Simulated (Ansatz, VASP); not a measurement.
**One calculation of GaGeO3, two programs**

```
Ga Ge O
1.0
     2.48261    4.30001    0.00000
    -2.48261    4.30001    0.00000
     0.00000   -2.86667    5.13875
Ga Ge O
2 2 6
Direct
  0.00000 0.00000 0.00000
  0.50000 0.50000 0.50000
  0.25000 0.25000 0.75000
  0.75000 0.75000 0.25000
  0.55201 0.25000 0.75000
  0.94799 0.55201 0.75000
  0.25000 0.94799 0.75000
  0.44799 0.75000 0.25000
  0.05201 0.44799 0.25000
  0.75000 0.05201 0.25000
```

The cell was built by a generator and needn't be a form met in nature.

Alike in both runs: task single point; functional PBEsol; k mesh 4 × 4 × 4; occupations gaussian, width 0.0885 eV; no spin polarisation.

|  | VASP | Ansatz |
| --- | --- | --- |
| version | VASP 6.6.1 | Ansatz 0.2.0 |
| potentials or method | VASP PAW PBE potentials, release 64 (Ga_d, Ge_d, O) | PAW plane waves |
| plane-wave cutoff (eV) | 520 | 420 |
| valence electrons in the cell | 90 | 90 |

Ansatz gave:

- gap on the k mesh at the Fermi level (eV): none
- rms of the force components (eV/Å): 5.856

**Question.** Which values does VASP return?

**Answer.** gap on the k mesh at the Fermi level (eV): none; rms of the force components (eV/Å): 5.641.

Atom by atom the forces differ by 0.215 eV/Å (rms over components). A gap of «none» marks a metal or a gap that the smearing closes. The functional is the same, so the differences come from potentials, cutoffs and numerics. Ansatz warned: «structure_snapped_to_symmetry».

Caveats: the k mesh is coarse (spacing up to 0.38 Å⁻¹), so the values aren't converged; the PAW data sets were made with another functional, which shifts forces and pressure a little (VASP).
